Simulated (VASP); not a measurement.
Method: PBE GGA, VASP's PBE PAW potentials (set 64) (plane waves; VASP).

A VASP calculation is set up with these files.

File POSCAR:
```
Ni16C
1
    4.9722995746     0.0000000000     0.0000000000
    2.4861497873     4.3061375742     0.0000000000
    0.0000000000     0.0000000000    20.0736766185
Ni C
16 1
Direct
  0.9998515818   0.9998515818   0.3491531996
  0.5002968363   0.9998515818   0.3491531996
  0.9998515818   0.5002968363   0.3491531996
  0.5000000000   0.5000000000   0.3492109816
  0.1666670000   0.1666670000   0.4497423303
  0.6666838390   0.1666333220   0.4485903553
  0.1666333220   0.6666838390   0.4485903553
  0.6666838390   0.6666838390   0.4485903553
  0.8304168858   0.3347910571   0.5498448791
  0.3347910571   0.3347910571   0.5498448791
  0.8333330000   0.8333330000   0.5500107879
  0.3347910571   0.8304168858   0.5498448791
  0.9966849362   0.9966849362   0.6549061740
  0.5066301276   0.9966849362   0.6549061740
  0.9966849362   0.5066301276   0.6549061740
  0.5000000000   0.5000000000   0.6502616849
  0.1666670000   0.1666670000   0.7046873914
```

INCAR:
```
SYSTEM = Ni16C
PREC = Normal
ENCUT = 400
EDIFF = 1E-6
NELM = 100
ALGO = Normal
LREAL = .FALSE.
LASPH = .TRUE.
ISMEAR = 1
SIGMA = 0.1
GGA = PE
LMAXMIX = 4
ISPIN = 2
MAGMOM = 0.8 0.8 0.8 0.8 0.8 0.8 0.8 0.8 0.8 0.8 0.8 0.8 0.8 0.8 0.8 0.8 0.0
LORBIT = 11
LWAVE = .FALSE.
LCHARG = .FALSE.
NELMIN = 4
LDIPOL = .TRUE.
IDIPOL = 3
DIPOL = 0.5 0.5 0.5
LVHAR = .TRUE.
```

File KPOINTS:
```
Automatic
0
Gamma
 6 6 1
0 0 0
```

POTCAR, in this order: Ni C (PBE.64 set). Program: vasp_std. Read from the step before: WAVECAR.

What VASP printed:

### OUTCAR
```
 ion  position               nearest neighbor table
   1  1.000  1.000  0.349-   7 2.46   6 2.46   5 2.48   3 2.48   2 2.48   4 2.49   4 2.49   3 2.49
                             2 2.49
   2  0.500  1.000  0.349-   8 2.46   6 2.46   5 2.48   3 2.48   1 2.48   4 2.49   4 2.49   3 2.49
                             1 2.49
   3  1.000  0.500  0.349-   8 2.46   7 2.46   5 2.48   2 2.48   1 2.48   4 2.49   4 2.49   2 2.49
                             1 2.49
   4  0.500  0.500  0.349-   6 2.46   7 2.46   8 2.46   2 2.49   1 2.49   1 2.49   2 2.49   3 2.49
                             3 2.49
   5  0.167  0.167  0.450-  10 2.48  12 2.48   9 2.48   3 2.48   2 2.48   1 2.48   8 2.49   7 2.49
                             7 2.49   8 2.49   6 2.49   6 2.49
   6  0.667  0.167  0.449-   4 2.46   1 2.46   2 2.46   9 2.48  10 2.48   7 2.49   8 2.49   5 2.49
                             5 2.49   7 2.49   8 2.49  11 2.49
   7  0.167  0.667  0.449-   4 2.46   1 2.46   3 2.46  12 2.48  10 2.48   6 2.49   8 2.49   5 2.49
                             5 2.49   6 2.49   8 2.49  11 2.49
   8  0.667  0.667  0.449-   4 2.46   2 2.46   3 2.46   9 2.48  12 2.48   6 2.49   7 2.49   5 2.49
                             5 2.49   6 2.49   7 2.49  11 2.49
   9  0.830  0.335  0.550-  12 2.46  10 2.46  16 2.47   5 2.48   6 2.48   8 2.48  11 2.49  11 2.49
                            12 2.51  10 2.51  13 2.56  15 2.56
  10  0.335  0.335  0.550-  12 2.46   9 2.46  16 2.47   5 2.48   7 2.48   6 2.48  11 2.49  11 2.49
                            12 2.51   9 2.51  14 2.56  15 2.56
  11  0.833  0.833  0.550-   9 2.49  10 2.49  10 2.49   9 2.49  12 2.49  12 2.49   8 2.49   6 2.49
                             7 2.49  15 2.53  14 2.53  13 2.53
  12  0.335  0.830  0.550-   9 2.46  10 2.46  16 2.47   5 2.48   7 2.48   8 2.48  11 2.49  11 2.49
                             9 2.51  10 2.51  13 2.56  14 2.56
  13  0.997  0.997  0.655-  17 1.77  15 2.44  14 2.44  16 2.49  16 2.49  11 2.53  15 2.54  14 2.54
                             9 2.56  12 2.56
  14  0.507  0.997  0.655-  17 1.77  15 2.44  13 2.44  16 2.49  16 2.49  11 2.53  15 2.54  13 2.54
                            10 2.56  12 2.56
  15  0.997  0.507  0.655-  17 1.77  14 2.44  13 2.44  16 2.49  16 2.49  11 2.53  14 2.54  13 2.54
                            10 2.56   9 2.56
  16  0.500  0.500  0.650-  12 2.47   9 2.47  10 2.47  13 2.49  14 2.49  14 2.49  13 2.49  15 2.49
                            15 2.49
  17  0.167  0.167  0.705-  15 1.77  14 1.77  13 1.77
  LATTYP: Found a hexagonal cell.
 ALAT       =     4.9722994251
 C/A-ratio  =     4.0371013293
 Subroutine PRICEL returns:
 Original cell was already a primitive cell.
 Subroutine GETGRP returns: Found  6 space group operations
The static configuration has the point symmetry C_1h.
 The point group associated with its full space group is C_3v.
The dynamic configuration has the point symmetry C_1h.
The overall configuration has the point symmetry C_1h.
 Subroutine INISYM returns: Found  6 space group operations
 Subroutine IBZKPT returns following result:
 Found      7 irreducible k-points:

 Following reciprocal coordinates:
            Coordinates               Weight
  0.000000  0.000000  0.000000      1.000000
  0.166667  0.000000  0.000000      6.000000
  0.333333  0.000000  0.000000      6.000000
  0.500000  0.000000  0.000000      3.000000
  0.333333  0.166667  0.000000      6.000000
  0.500000  0.166667  0.000000     12.000000
 -0.333333  0.333333  0.000000      2.000000
   k-points           NKPTS =      7   k-points in BZ     NKDIM =      7   number of bands    NBANDS=    104
   number of dos      NEDOS =    301   number of ions     NIONS =     17
   total plane-waves  NPLWV =  56448
   dimension x,y,z NGX =    24 NGY =   24 NGZ =   98
   dimension x,y,z NGXF=    48 NGYF=   48 NGZF=  196
   ions per type =              16   1
   PREC   = normal    normal or accurate (medium, high low for compatibility)
   ISTART =      1    job   : 0-new  1-cont  2-samecut
   ICHARG =      0    charge: 1-file 2-atom 10-const
   ISPIN  =      2    spin polarized calculation?
   LNONCOLLINEAR =      F non collinear calculations
   LSORBIT =      F    spin-orbit coupling
   INIWAV =      1    electr: 0-lowe 1-rand  2-diag
   ENCUT  =  400.0 eV  29.40 Ry    5.42 a.u.   8.11  8.11 32.74*2*pi/ulx,y,z
   NELM   =    100;   NELMIN=  4; NELMDL=  0     # of ELM steps
   EDIFF  = 0.1E-05   stopping-criterion for ELM
   LREAL  =      F    real-space projection
   NLSPLINE    = F    spline interpolate recip. space projectors
...
```

**OSZICAR**
```
       N       E                     dE             d eps       ncg     rms          rms(c)
DAV:   1    -0.905123724387E+02   -0.90512E+02   -0.10332E-01  4368   0.397E+00    0.296E+00
DAV:   2    -0.105176545089E+03   -0.14664E+02   -0.17946E+01  3640   0.705E+01    0.570E+01
DAV:   3    -0.905822875431E+02    0.14594E+02   -0.15959E+01  3408   0.437E+01    0.674E+00
DAV:   4    -0.905083848136E+02    0.73903E-01   -0.89311E-01  4000   0.124E+01    0.488E+00
DAV:   5    -0.904957460207E+02    0.12639E-01   -0.43492E-01  3560   0.820E+00    0.346E+00
DAV:   6    -0.904748467324E+02    0.20899E-01   -0.11692E-01  3232   0.535E+00    0.172E+00
DAV:   7    -0.904634094285E+02    0.11437E-01   -0.47213E-02  3296   0.358E+00    0.603E-01
DAV:   8    -0.904640814427E+02   -0.67201E-03   -0.93976E-03  3128   0.111E+00    0.653E-01
DAV:   9    -0.904641636752E+02   -0.82232E-04   -0.22367E-03  3384   0.663E-01    0.508E-01
DAV:  10    -0.904656040606E+02   -0.14404E-02   -0.11909E-03  3280   0.423E-01    0.454E-01
DAV:  11    -0.904665946742E+02   -0.99061E-03   -0.12714E-03  3296   0.594E-01    0.443E-01
DAV:  12    -0.904694013363E+02   -0.28067E-02   -0.17459E-03  3488   0.559E-01    0.406E-01
DAV:  13    -0.904704784871E+02   -0.10772E-02   -0.10425E-03  3680   0.361E-01    0.290E-01
DAV:  14    -0.904707334468E+02   -0.25496E-03   -0.66899E-04  3120   0.378E-01    0.156E-01
DAV:  15    -0.904708622545E+02   -0.12881E-03   -0.32610E-04  3352   0.175E-01    0.808E-02
DAV:  16    -0.904707890531E+02    0.73201E-04   -0.13346E-04  3096   0.113E-01    0.104E-01
DAV:  17    -0.904706557365E+02    0.13332E-03   -0.16426E-05  3072   0.312E-02    0.977E-02
DAV:  18    -0.904704703568E+02    0.18538E-03   -0.14291E-05  2880   0.388E-02    0.642E-02
DAV:  19    -0.904704307780E+02    0.39579E-04   -0.14519E-05  2680   0.421E-02    0.259E-02
DAV:  20    -0.904706422407E+02   -0.21146E-03   -0.10231E-05  2944   0.193E-02    0.233E-02
DAV:  21    -0.904708449254E+02   -0.20268E-03   -0.82307E-06  2696   0.239E-02    0.112E-02
DAV:  22    -0.904710781859E+02   -0.23326E-03   -0.15760E-05  2944   0.148E-02    0.572E-03
DAV:  23    -0.904711344798E+02   -0.56294E-04   -0.36530E-06  2568   0.998E-03    0.285E-03
DAV:  24    -0.904711504940E+02   -0.16014E-04   -0.12903E-06  2112   0.484E-03    0.195E-03
DAV:  25    -0.904711521481E+02   -0.16540E-05   -0.23917E-07  1896   0.212E-03    0.216E-03
DAV:  26    -0.904711528115E+02   -0.66340E-06   -0.18974E-07  1792   0.219E-03
   1 F= -.90471153E+02 E0= -.90472596E+02  d E =0.432836E-02  mag=     8.3248
```

### OUTCAR
```
------------------------ aborting loop because EDIFF is reached ----------------------------------------
  FORCE on cell =-STRESS in cart. coord.  units (eV):
  Direction    XX          YY          ZZ          XY          YZ          ZX
  --------------------------------------------------------------------------------------
  Total       -4.2773131     -4.2773128     -2.0800737      0.0000000     -0.0000000      0.0000000
  in kB      -15.9444490    -15.9444477     -7.7538465      0.0000000     -0.0000000      0.0000000
  external PRESSURE =     -13.2142477 kB  Pullay stress =       0.0000000 kB
  volume of cell :      429.81
      direct lattice vectors                 reciprocal lattice vectors
     4.972299575  0.000000000  0.000000000     0.201114190 -0.116113336  0.000000000
     2.486149787  4.306137574  0.000000000     0.000000000  0.232226672  0.000000000
     0.000000000  0.000000000 20.073676618     0.000000000  0.000000000  0.049816484
 POSITION                                       TOTAL-FORCE (eV/Angst)
 -----------------------------------------------------------------------------------
      7.45734      4.30550      7.00879         0.017393      0.010042      0.026072
      4.97341      4.30550      7.00879        -0.017393      0.010042      0.026072
      6.21537      2.15435      7.00879        -0.000000     -0.020083      0.026072
      3.72922      2.15307      7.00995        -0.000000      0.000000     -0.019446
      1.24308      0.71769      9.02798        -0.000000      0.000000      0.053542
      3.72923      0.71755      9.00486        -0.000000     -0.007196      0.019647
      2.48603      2.87083      9.00486        -0.006232      0.003598      0.019647
      4.97243      2.87083      9.00486         0.006232      0.003598      0.019647
      4.96142      1.44166     11.03741         0.071932     -0.041530      0.029049
      2.49702      1.44166     11.03741        -0.071932     -0.041530      0.029049
      6.21537      3.58845     11.04074        -0.000000      0.000000      0.039623
      3.72922      3.57589     11.03741         0.000000      0.083060      0.029049
      7.43372      4.29186     13.14637         0.045880      0.026489     -0.003514
      4.99702      4.29186     13.14637        -0.045880      0.026489     -0.003514
      6.21537      2.18162     13.14637        -0.000000     -0.052978     -0.003514
      3.72922      2.15307     13.05314        -0.000000      0.000000     -0.113266
      1.24308      0.71769     14.14567        -0.000000      0.000000     -0.174212
 -----------------------------------------------------------------------------------
    total drift:                               -0.000272     -0.000156      0.006338
  FREE ENERGIE OF THE ION-ELECTRON SYSTEM (eV)
  ---------------------------------------------------
  free  energy   TOTEN  =       -90.4711528115 eV

  energy  without entropy=      -90.4754811708  energy(sigma->0) =      -90.47259560

 total charge

# of ion       s       p       d       tot
------------------------------------------
    1        0.492   0.388   8.304   9.183
    2        0.492   0.388   8.304   9.183
    3        0.492   0.388   8.304   9.183
    4        0.494   0.390   8.303   9.187
    5        0.495   0.502   8.312   9.309
    6        0.498   0.505   8.309   9.312
    7        0.498   0.505   8.309   9.312
    8        0.498   0.505   8.309   9.312
    9        0.490   0.487   8.312   9.289
   10        0.490   0.487   8.312   9.289
   11        0.495   0.480   8.327   9.302
   12        0.490   0.487   8.312   9.289
   13        0.524   0.548   8.384   9.456
   14        0.524   0.548   8.384   9.456
   15        0.524   0.548   8.384   9.456
   16        0.469   0.370   8.338   9.177
   17        0.967   1.343   0.000   2.311
--------------------------------------------------
tot          8.931   8.868 133.207 151.006

 magnetization (x)

# of ion       s       p       d       tot
------------------------------------------
    1       -0.006  -0.025   0.703   0.671
    2       -0.006  -0.025   0.703   0.671
    3       -0.006  -0.025   0.703   0.671
    4       -0.006  -0.026   0.701   0.669
    5       -0.008  -0.027   0.719   0.684
    6       -0.007  -0.026   0.720   0.688
    7       -0.007  -0.026   0.720   0.688
    8       -0.007  -0.026   0.720   0.688
    9       -0.006  -0.020   0.656   0.629
   10       -0.006  -0.020   0.656   0.629
   11       -0.005  -0.022   0.535   0.508
   12       -0.006  -0.020   0.656   0.629
   13       -0.005  -0.015   0.079   0.059
   14       -0.005  -0.015   0.079   0.059
   15       -0.005  -0.015   0.079   0.059
   16        0.001  -0.007   0.542   0.535
   17        0.002  -0.014   0.000  -0.012
--------------------------------------------------
tot         -0.091  -0.356   8.970   8.524
```
(Selected blocks of OUTCAR.)

The run did not end as a converged relaxation.  At this cut-off the stress carries a Pulay error, which pulls relaxed volumes low.

The cell is a thin slab with vacuum, built from Ni (fcc): (111) face, C adsorbed.
